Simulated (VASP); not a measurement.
Here is the system:

```
InSb
1.0
    0.00000     3.48728     3.48728
    3.48728     0.00000     3.48728
    3.48728     3.48728     0.00000
In Sb
1 1
Direct
  0.00000   0.00000   0.00000
  0.25000   0.25000   0.25000
```

These are vdW-DF2, VASP's PBE PAW potentials (set 64) (plane waves; VASP) values and carry that method's errors. Run with 520 eV cut-off, 9×9×9 Γ-centred mesh, first-order Methfessel-Paxton smearing of 0.10 eV, potentials In_d Sb.

Task: Give the stress tensor in GPa (positive for a compressed cell).

Result: 
```
-1.41   0.00   0.00
 0.00  -1.41   0.00
 0.00   0.00  -1.41
```
The pressure is its mean diagonal, -1.41 GPa.

The compound is InSb in the zinc blende structure. This cell is one point of a volume scan, at 1.06 of the reference volume.
